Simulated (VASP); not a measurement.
Output of a VASP run:

**OSZICAR**
```
       N       E                     dE             d eps       ncg     rms          rms(c)
DAV:   1     0.884722022222E+02    0.88472E+02   -0.83778E+03 10480   0.126E+03
DAV:   2    -0.130551981134E+02   -0.10153E+03   -0.90898E+02 10381   0.250E+02
DAV:   3    -0.160414579098E+02   -0.29863E+01   -0.28926E+01 12565   0.522E+01
DAV:   4    -0.160736423084E+02   -0.32184E-01   -0.32131E-01 11681   0.458E+00
DAV:   5    -0.160744619651E+02   -0.81966E-03   -0.81965E-03 13267   0.829E-01    0.180E+01
DAV:   6    -0.168633264953E+02   -0.78886E+00   -0.11562E+01 11011   0.778E+01    0.212E+01
DAV:   7    -0.148969492625E+02    0.19664E+01   -0.92610E+00 12830   0.772E+01    0.933E+00
DAV:   8    -0.147994922768E+02    0.97457E-01   -0.48910E-01 12448   0.109E+01    0.436E+00
DAV:   9    -0.147306615946E+02    0.68831E-01   -0.12738E-01 14499   0.764E+00    0.187E+00
DAV:  10    -0.147209578175E+02    0.97038E-02   -0.27443E-02 15505   0.317E+00    0.611E-01
DAV:  11    -0.147207952388E+02    0.16258E-03   -0.19571E-03 13226   0.603E-01    0.240E-01
DAV:  12    -0.147208086229E+02   -0.13384E-04   -0.16253E-04 14201   0.225E-01    0.798E-02
DAV:  13    -0.147208206846E+02   -0.12062E-04   -0.52452E-05 13347   0.119E-01    0.383E-02
DAV:  14    -0.147208170715E+02    0.36131E-05   -0.56101E-06 14051   0.598E-02    0.114E-02
DAV:  15    -0.147208170909E+02   -0.19428E-07   -0.13643E-06 14243   0.242E-02    0.430E-03
DAV:  16    -0.147208172109E+02   -0.12000E-06   -0.17161E-07  7018   0.928E-03    0.217E-03
DAV:  17    -0.147208172447E+02   -0.33804E-07   -0.69291E-08  5964   0.313E-03
   1 F= -.14720817E+02 E0= -.14721032E+02  d E =-.147208E+02  mag=     3.1179
```

### OUTCAR
```
------------------------ aborting loop because EDIFF is reached ----------------------------------------
  FORCE on cell =-STRESS in cart. coord.  units (eV):
  Direction    XX          YY          ZZ          XY          YZ          ZX
  --------------------------------------------------------------------------------------
  Total        2.6770717      2.6770717      1.8567380      0.0000000      0.0000000      0.0000000
  in kB      163.0462848    163.0462848    113.0840922      0.0000000      0.0000000      0.0000000
  external PRESSURE =     146.3922206 kB  Pullay stress =       0.0000000 kB
  volume of cell :       26.31
      direct lattice vectors                 reciprocal lattice vectors
     2.646103076  0.000000000  0.000000000     0.377914228  0.000000000  0.000000000
     0.000000000  2.646103076  0.000000000     0.000000000  0.377914228  0.000000000
     0.000000000  0.000000000  3.757043017     0.000000000  0.000000000  0.266166769
 POSITION                                       TOTAL-FORCE (eV/Angst)
 -----------------------------------------------------------------------------------
      0.00000      0.00000      0.00000         0.000000      0.000000      0.000000
      1.32305      1.32305      1.87852         0.000000      0.000000      0.000000
 -----------------------------------------------------------------------------------
    total drift:                               -0.000000      0.000000      0.000000
  FREE ENERGIE OF THE ION-ELECTRON SYSTEM (eV)
  ---------------------------------------------------
  free  energy   TOTEN  =       -14.7208172447 eV

  energy  without entropy=      -14.7214617696  energy(sigma->0) =      -14.72103209

 total charge

# of ion       s       p       d       tot
------------------------------------------
    1        0.424   0.487   6.174   7.085
    2        0.743   0.733   8.089   9.565
--------------------------------------------------
tot          1.167   1.220  14.263  16.650

 magnetization (x)

# of ion       s       p       d       tot
------------------------------------------
    1        0.001  -0.008   2.812   2.806
    2       -0.026  -0.073   0.382   0.282
--------------------------------------------------
tot         -0.024  -0.081   3.194   3.088

 reached required accuracy - stopping structural energy minimisation
```
(Selected blocks of OUTCAR.)

POSCAR:
```
FePt
1
    2.6461030760     0.0000000000     0.0000000000
    0.0000000000     2.6461030760     0.0000000000
    0.0000000000     0.0000000000     3.7570430167
Fe Pt
1 1
Direct
  0.0000000000   0.0000000000   0.0000000000
  0.5000000000   0.5000000000   0.5000000000
```

Task: Reconstruct the remaining input files.

Result: This is not unique; one that fits is the input of the run itself, PBE GGA, plane waves, VASP's PBE PAW potentials (set 64).

### INCAR
```
# general
SYSTEM =FePt
PREC   =Accurate
ENCUT  =480   # plane-wave cut-off (eV)
LREAL  =F
LASPH  =T   # aspherical one-centre terms

# electronic loop
EDIFF  =1E-7   # SCF stop (eV)
NELM   =100   # most electronic steps
ALGO   =Normal   # blocked Davidson
LMAXMIX=6   # l cut-off of mixed one-centre charges

# smearing
ISMEAR =1   # Methfessel-Paxton
SIGMA  =0.1   # width (eV)

# functional
GGA    =PE   # PBE

# spin
ISPIN  =2
MAGMOM =2.9 0.3

# ions
IBRION =2   # conjugate gradients
NSW    =30   # most ionic steps
ISIF   =2   # forces and stress, cell fixed
EDIFFG =-0.01   # ionic stop

# output
LWAVE  =F
LCHARG =F
LORBIT =10
```

KPOINTS:
```
Regular mesh
0
Gamma
 12 12 10
0 0 0
```

POTCAR, in this order: Fe Pt (PBE.64 set). Program: vasp_std.

The compound is FePt in the L1_0 structure. This cell was strained or had an atom moved on purpose.
